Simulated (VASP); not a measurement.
```
NbTe
1.0
   -1.85334     1.85334     6.27451
    1.85334    -1.85334     6.27451
    1.85334     1.85334    -6.27451
Nb Te
2 2
Cartesian
  0.00000   0.00000   9.41177
  0.00000   1.85334   0.00000
  0.00000   0.00000   2.08314
  0.00000   1.85334   5.22039
```

The base run (VASP): PBE GGA, plane waves, VASP's PBE PAW potentials (set 64). Run with 400 eV cut-off, 8×8×8 Γ-centred mesh, Gaussian smearing of 0.050 eV, potentials Nb_sv Te.

One setting is varied; ΔE counts from the most expensive setting. The base run took about 2 core-minutes. Costs are core time on shared hosts, one run each; read them as rough ratios.

Pressures at a finite cut-off, here 400 eV, hold a Pulay part, which this task's highest cut-off puts under 0.2 GPa.

```
setting                                                 cost over the base run  electronic steps  ΔE (meV/atom)  pressure (GPa)
------------------------------------------------------  ----------------------  ----------------  -------------  --------------
KGAMMA = .TRUE., KSPACING = 0.8, KPOINTS file removed                about 1/6                13           39.6            1.74
KGAMMA = .TRUE., KSPACING = 0.4, KPOINTS file removed     within a factor of 2                13            0.9            1.15
base run                                                             reference                13            0.5            1.17
KGAMMA = .FALSE., KSPACING = 0.3, KPOINTS file removed    within a factor of 2                13            0.7            1.16
KGAMMA = .TRUE., KSPACING = 0.25, KPOINTS file removed           about 3 times                13            0.0            1.14
```

Left out are runs that failed, have no time on record or changed the cell.

The structure was generated: NbTe was put into the NbAs type (I4_1md), which need not be its known phase. The cell was not relaxed at this level.
